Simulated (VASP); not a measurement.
Input for VASP

INCAR:
```
SYSTEM = CoSi2
PREC = Accurate
ENCUT = 520
EDIFF = 1E-7
NELM = 100
ALGO = Normal
LREAL = .FALSE.
LASPH = .TRUE.
ISMEAR = -5
GGA = PE
IVDW = 12
LMAXMIX = 4
LWAVE = .FALSE.
LCHARG = .TRUE.
LORBIT = 11
NEDOS = 601
ISIF = 2
LEFG = .TRUE.
```

**POSCAR**
```
CoSi2
5.3018540
  0.0000000000   0.4999999571   0.4999999571
  0.4999999571   0.0000000000   0.4999999571
  0.4999999571   0.4999999571   0.0000000000
Co Si
1 2
Cartesian
  0.0000000000   0.0000000000   0.0000000000
  0.2499999786   0.2499999786   0.2499999786
  0.7499999357   0.7499999357   0.7499999357
```

**KPOINTS**
```
Automatic mesh
0
Gamma
11 11 11
0 0 0
```

POTCAR, in this order: Co Si (PBE.64 set). Program: vasp_std.

Write an equivalent input for Ansatz.

One equivalent input (not run):
Ansatz 0.2 input:
```yaml
crystal:
  lattice:
    - [0.0000000, 2.6509268, 2.6509268]
    - [2.6509268, 0.0000000, 2.6509268]
    - [2.6509268, 2.6509268, 0.0000000]
  atoms:
    - { symbol: Co, position: [0.0000000, 0.0000000, 0.0000000] }
    - { symbol: Si, position: [0.2500000, 0.2500000, 0.2500000] }
    - { symbol: Si, position: [0.7500000, 0.7500000, 0.7500000] }
kpoints:
  mp_grid: { grid: [11, 11, 11] }
hamiltonian:
  xc: pbe
  dispersion: d3bj
  pseudopotentials: { kind: paw }
scf:
  occupations: { method: tetrahedron }
  max_iter: 100
output: { forces: true, stress: true, eigenvalues: true }
```
What does not carry over: each code has its own PAW files, so the cut-off isn't converted (ENCUT is set for VASP's; basis.ecutwfc is left out, and Ansatz then takes the one that its files recommend); Ansatz stops its SCF on the density residual and VASP on the energy change (EDIFF); the field gradients of LEFG aren't asked of the other code.

The compound is CoSi2 in the fluorite structure. It was relaxed first.
